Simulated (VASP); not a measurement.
VASP ran on this input.

INCAR:
```
SYSTEM = KF
PREC = Accurate
ENCUT = 520
EDIFF = 1E-6
NELM = 100
ALGO = Normal
LREAL = .FALSE.
LASPH = .TRUE.
ISMEAR = 0
SIGMA = 0.05
GGA = PE
LWAVE = .FALSE.
LCHARG = .FALSE.
ISIF = 2
NBANDS = 6
```

POSCAR:
```
KF
1
    0.0000000000     2.7285000000     2.7285000000
    2.7285000000     0.0000000000     2.7285000000
    2.7285000000     2.7285000000     0.0000000000
K F
1 1
Direct
  0.0000000000   0.0000000000   0.0000000000
  0.5000000000   0.5000000000   0.5000000000
```

KPOINTS:
```
Automatic mesh
0
Gamma
6 6 6
0 0 0
```

POTCAR, in this order: K_sv F (PBE.64 set). Program: vasp_std.

What VASP printed:

File standard output:
```
 POSCAR found type information on POSCAR K F
 POSCAR found :  2 types and       2 ions
 Reading from existing POTCAR
 Reading from existing POTCAR
 LDA part: xc-table for (Slater+PW92), standard interpolation

 -----------------------------------------------------------------------------
|                                                                             |
|     EEEEEEE  RRRRRR   RRRRRR   OOOOOOO  RRRRRR      ###     ###     ###     |
|     E        R     R  R     R  O     O  R     R     ###     ###     ###     |
|     E        R     R  R     R  O     O  R     R     ###     ###     ###     |
|     EEEEE    RRRRRR   RRRRRR   O     O  RRRRRR       #       #       #      |
|     E        R   R    R   R    O     O  R   R                               |
|     E        R    R   R    R   O     O  R    R      ###     ###     ###     |
|     EEEEEEE  R     R  R     R  OOOOOOO  R     R     ###     ###     ###     |
|                                                                             |
|     The number of bands is not sufficient to hold all electrons. I am       |
|     sorry, but this calculation does not make sense. If you want to         |
|     calculate only selected states, you need to set either EFERMI or        |
|     EREF. EREF specifies around which energy states are supposed to be      |
|     calculated.                                                             |
|     I found NBANDS = 6, NELECT = 16.                                        |
|                                                                             |
|       ---->  I REFUSE TO CONTINUE WITH THIS SICK JOB ... BYE!!! <----       |
|                                                                             |
 -----------------------------------------------------------------------------
```

Problem. Read the log: what went wrong, and how is it fixed?

Solution. The cause: NBANDS is too small to hold all electrons. VASP stops with an error: The number of bands is not sufficient to hold all electrons. I am sorry, but this calculation does not make sense. If you want to calculate only selected states, you need to set either EFERMI or EREF. EREF specifies around which energy states are supposed to be calculated. I found NBANDS = 6, NELECT = 16. ----> I REFUSE TO CONTINUE WITH THIS SICK JOB ... BYE!!! <---- To mend it, remove NBANDS.

The mended run (PBE GGA, plane waves, VASP's PBE PAW potentials (set 64)) converges, and its OSZICAR ends with
```
   1 F= -.82988337E+01 E0= -.82988337E+01  d E =-.661567E-21
```

The compound is KF in the rock salt structure. The cell was not relaxed at this level.
